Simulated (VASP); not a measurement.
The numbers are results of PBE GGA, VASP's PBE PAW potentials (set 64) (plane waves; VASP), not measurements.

VASP input:

**INCAR**
```
SIGMA=0.136   ! width (eV)
GGA=PE
SYSTEM=PdIn
ENCUT=300   ! plane-wave cut-off (eV)
LREAL=.FALSE.
ISMEAR=0   ! Gaussian
ALGO=Normal
LMAXMIX=4   ! l cut-off of mixed one-centre charges
EDIFF=1E-6
PREC=Accurate
LASPH=.TRUE.   ! aspherical one-centre terms
NELM=100   ! most electronic steps
LWAVE=.FALSE.
LCHARG=.FALSE.
ISIF=2   ! forces and stress, cell fixed
```

**POSCAR**
```
PdIn
1
    3.1850000000     0.0000000000     0.0000000000
    0.0000000000     3.1850000000     0.0000000000
    0.0000000000     0.0000000000     3.1850000000
In Pd
1 1
Direct
  0.5013010000   0.4983590000   0.4934660000
 -0.0013010000   0.0016410000   0.0065340000
```

File KPOINTS:
```
kpoints
0
gamma
  8 8 8
0 0 0
```

POTCAR, in this order: In_d Pd (PBE.64 set). Program: vasp_std.

At this cut-off the stress carries a Pulay error, which pulls relaxed volumes low. Unless said otherwise, spin-orbit coupling is left out, though it shifts the bands of the heavy elements here.

Question: Estimate the energy per atom (σ→0), pressure, largest force, band gap (on the k-mesh).

Answer: 
energy per atom (σ→0): -4.280 eV/atom
band gap (on the k-mesh): none (metal, semimetal or under 0.01 eV)
pressure: 16.89 GPa
largest force: 0.281 eV/Å

### OSZICAR
```
...
DAV:   5    -0.880188021205E+01   -0.28715E-02   -0.28715E-02 11359   0.138E+00    0.796E+00
DAV:   6    -0.861689737192E+01    0.18498E+00   -0.40914E-01  8934   0.987E+00    0.390E+00
DAV:   7    -0.857366705327E+01    0.43230E-01   -0.72017E-02 10190   0.582E+00    0.154E+00
DAV:   8    -0.856654464892E+01    0.71224E-02   -0.16135E-02  8654   0.127E+00    0.402E-01
DAV:   9    -0.856573943085E+01    0.80522E-03   -0.18858E-03 10047   0.792E-01    0.479E-02
DAV:  10    -0.856573903577E+01    0.39508E-06   -0.38292E-05 10324   0.113E-01    0.212E-02
DAV:  11    -0.856573998129E+01   -0.94552E-06   -0.30729E-06  8833   0.163E-02
   1 F= -.85657400E+01 E0= -.85604570E+01  d E =-.105660E-01
```

The structure is a typed PdIn crystal. The cell was not relaxed at this level, atoms are displaced from their ideal sites. The electron count is odd and the run is not spin-polarised, which forces a metal.
